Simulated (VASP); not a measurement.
All values below come from PBE GGA, VASP's PBE PAW potentials (set 64) (plane waves; VASP).

VASP ran on this input.

**KPOINTS**
```
k-points along high-symmetry lines
15
Line-mode
Reciprocal
  0.000000   0.000000   0.000000 ! GAMMA
 -0.500000  -0.500000   0.000000 ! X

 -0.500000  -0.500000   0.000000 ! X
 -0.375000  -0.375000   0.250000 ! U

 -0.375000   0.000000   0.375000 ! K
  0.000000   0.000000   0.000000 ! GAMMA

  0.000000   0.000000   0.000000 ! GAMMA
 -0.000000   0.000000   0.500000 ! L

 -0.000000   0.000000   0.500000 ! L
 -0.500000  -0.250000   0.250000 ! W

 -0.500000  -0.250000   0.250000 ! W
 -0.500000  -0.500000   0.000000 ! X
```

**POSCAR**
```
CdSe
1
    0.0000000000     3.0941686056     3.0941686056
    3.0941686056     0.0000000000     3.0941686056
    3.0941686056     3.0941686056     0.0000000000
Cd Se
1 1
Direct
  0.0000000000   0.0000000000   0.0000000000
  0.2500000000   0.2500000000   0.2500000000
```

**INCAR**
```
LREAL  =  F   ! projection in real space or not
SYSTEM  =  CdSe
ISMEAR  =  0
ALGO  =  Normal   ! blocked Davidson
LORBIT  =  11
LCHARG  =  F
EDIFF  =  1E-7   ! SCF stop (eV)
NELM  =  100   ! most electronic steps
LASPH  =  T   ! aspherical one-centre terms
ENCUT  =  400
LMAXMIX  =  4   ! l cut-off of mixed one-centre charges
LWAVE  =  F
SIGMA  =  0.05
GGA  =  PE   ! PBE
PREC  =  Accurate
ICHARG  =  11   ! fixed density
```

POTCAR, in this order: Cd Se (PBE.64 set). Program: vasp_std. Read from the step before: CHGCAR.

The run wrote:

File OUTCAR:
```
 ion  position               nearest neighbor table
   1  0.000  0.000  0.000-   2 2.68   2 2.68   2 2.68   2 2.68
   2  0.250  0.250  0.250-   1 2.68   1 2.68   1 2.68   1 2.68
  LATTYP: Found a face centered cubic cell.
 ALAT       =     6.1883372112
 Subroutine PRICEL returns:
 Original cell was already a primitive cell.
 Subroutine GETGRP returns: Found 24 space group operations
The static configuration has the point symmetry T_d .
The dynamic configuration has the point symmetry T_d .
 Subroutine INISYM returns: Found 24 space group operations
   k-points           NKPTS =     90   k-points in BZ     NKDIM =     90   number of bands    NBANDS=     13
   number of dos      NEDOS =    301   number of ions     NIONS =      2
   total plane-waves  NPLWV =  27000
   dimension x,y,z NGX =    30 NGY =   30 NGZ =   30
   dimension x,y,z NGXF=    60 NGYF=   60 NGZF=   60
   ions per type =               1   1
   PREC   = accura    normal or accurate (medium, high low for compatibility)
   ISTART =      0    job   : 0-new  1-cont  2-samecut
   ICHARG =     11    charge: 1-file 2-atom 10-const
   ISPIN  =      1    spin polarized calculation?
   LNONCOLLINEAR =      F non collinear calculations
   LSORBIT =      F    spin-orbit coupling
   INIWAV =      1    electr: 0-lowe 1-rand  2-diag
   ENCUT  =  400.0 eV  29.40 Ry    5.42 a.u.   7.14  7.14  7.14*2*pi/ulx,y,z
...
```

File OSZICAR:
```
       N       E                     dE             d eps       ncg     rms          rms(c)
DAV:   1     0.919145342083E+02    0.91915E+02   -0.78038E+03  2364   0.996E+02
DAV:   2    -0.108280951450E+01   -0.92997E+02   -0.89350E+02  2820   0.266E+02
DAV:   3    -0.468262543782E+01   -0.35998E+01   -0.35746E+01  2605   0.547E+01
DAV:   4    -0.469954216585E+01   -0.16917E-01   -0.16915E-01  2695   0.368E+00
DAV:   5    -0.469965514979E+01   -0.11298E-03   -0.11298E-03  2605   0.270E-01
DAV:   6    -0.469965650200E+01   -0.13522E-05   -0.13522E-05  2720   0.272E-02
DAV:   7    -0.469965652417E+01   -0.22172E-07   -0.22186E-07  2694   0.303E-03
   1 F= -.46996565E+01 E0= -.46996565E+01  d E =-.401560E-12
```

File OUTCAR:
```
 val. band max:        0.5444177015   @ k =   0.0000   0.0000   0.0000

 cond. band min:       1.0440520998   @ k =   0.0000   0.0000   0.0000



 k-point     1 :       0.0000    0.0000    0.0000
  band No.  band energies     occupation
      1     -11.7724      2.00000
      2      -7.2273      2.00000
      3      -7.2273      2.00000
      4      -7.2273      2.00000
      5      -6.9055      2.00000
      6      -6.9055      2.00000
      7       0.5444      2.00000
      8       0.5444      2.00000
      9       0.5444      2.00000
     10       1.0441      0.00000
     11       6.4728      0.00000
     12       6.4728      0.00000
     13       6.4728      0.00000

 k-point     2 :      -0.0357   -0.0357    0.0000
  band No.  band energies     occupation
      1     -11.7670      2.00000
      2      -7.2248      2.00000
      3      -7.2248      2.00000
      4      -7.2240      2.00000
      5      -6.9064      2.00000
      6      -6.9049      2.00000
      7       0.2956      2.00000
      8       0.5169      2.00000
      9       0.5169      2.00000
     10       1.3038      0.00000
     11       6.4000      0.00000
     12       6.5130      0.00000
     13       6.5130      0.00000

 k-point     3 :      -0.0714   -0.0714    0.0000
  band No.  band energies     occupation
      1     -11.7511      2.00000
      2      -7.2176      2.00000
      3      -7.2176      2.00000
      4      -7.2141      2.00000
      5      -6.9091      2.00000
      6      -6.9031      2.00000
      7      -0.0923      2.00000
      8       0.4375      2.00000
      9       0.4375      2.00000
     10       1.7228      0.00000
     11       6.2055      0.00000
     12       6.6310      0.00000
     13       6.6310      0.00000

 k-point     4 :      -0.1071   -0.1071    0.0000
  band No.  band energies     occupation
      1     -11.7253      2.00000
      2      -7.2054      2.00000
      3      -7.2054      2.00000
      4      -7.1974      2.00000
...
```

The density is held fixed in this step, so its total energy and stress have no physical meaning.

The structure was generated: CdSe was put into the zinc blende type (F-43m), which need not be its known phase. It was relaxed first.
